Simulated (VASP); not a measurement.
Input:

```xyz
2
Lattice="0.0000 2.2561 2.2561 2.2561 0.0000 2.2561 2.2561 2.2561 0.0000" Properties=species:S:1:pos:R:3 pbc="T T T"
B      0.0000     0.0000     0.0000
As     1.1280     1.1280     1.1280
```

Method: LDA (Ceperley-Alder, Perdew-Zunger), VASP's LDA PAW potentials (set 64) (plane waves; VASP). Run with 620 eV cut-off, 10×10×10 Γ-centred mesh, Gaussian smearing of 0.050 eV, potentials B As.

Problem. What does the run give for the energy per atom (σ→0), pressure?

Solution. 
```yaml
energy per atom (σ→0): -6.312 eV/atom
pressure: 29.80 GPa
```

Total energies compare only between runs with the same potentials, cut-off and functional.

The compound is BAs in the zinc blende structure. It was relaxed first under an external pressure of 30 GPa.
